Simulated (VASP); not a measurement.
Data:

```yaml
crystal:
  lattice:
    - [3.47942, 0.00000, 0.00000]
    - [0.00000, 3.47942, 0.00000]
    - [0.00000, 0.00000, 3.47942]
  atoms:
    - { symbol: Al, position: [0.00000, 0.00000, 0.00000] }
    - { symbol: Ni, position: [0.00000, 0.50000, 0.50000] }
    - { symbol: Ni, position: [0.50000, 0.00000, 0.50000] }
    - { symbol: Ni, position: [0.50000, 0.50000, 0.00000] }
```

Level of theory: LDA (Ceperley-Alder, Perdew-Zunger) with spin-orbit coupling, VASP's LDA PAW potentials (set 64) (plane waves; VASP). Numerical set-up: 400 eV cut-off, 8×8×8 Γ-centred mesh, Gaussian smearing of 0.050 eV, potentials Al Ni. Starting moments (MAGMOM): 0 0 -0.0 0 0 0.2 0 0 0.2 0 0 0.2.

### Question
Give the energies of bands 25 to 38 at the high-symmetry points, in eV from the Fermi level.

### Answer

| band | Γ | X | M | R |
|---|---|---|---|---|
| 25 | -0.17 | -1.19 | -1.23 | -1.22 |
| 26 | 0.01 | -1.07 | -1.21 | -1.22 |
| 27 | 0.04 | -1.05 | -1.21 | -1.08 |
| 28 | 0.06 | -1.04 | -1.12 | -1.08 |
| 29 | 0.10 | -1.04 | -0.96 | -0.95 |
| 30 | 0.28 | -0.89 | -0.94 | -0.95 |
| 31 | 0.31 | -0.44 | -0.83 | -0.23 |
| 32 | 0.33 | -0.30 | -0.72 | -0.22 |
| 33 | 0.91 | 0.07 | -0.54 | -0.16 |
| 34 | 0.91 | 0.30 | -0.44 | -0.14 |
| 35 | 0.91 | 5.81 | 1.04 | -0.11 |
| 36 | 0.91 | 5.81 | 1.06 | 0.06 |
| 37 | 0.94 | 5.90 | 1.21 | 0.08 |
| 38 | 0.94 | 5.90 | 1.23 | 0.10 |

It has no gap at this level: it comes out as a metal or semimetal.

The compound is Ni3Al in the L1_2 structure. It was relaxed first, which changed the volume by -7 %.
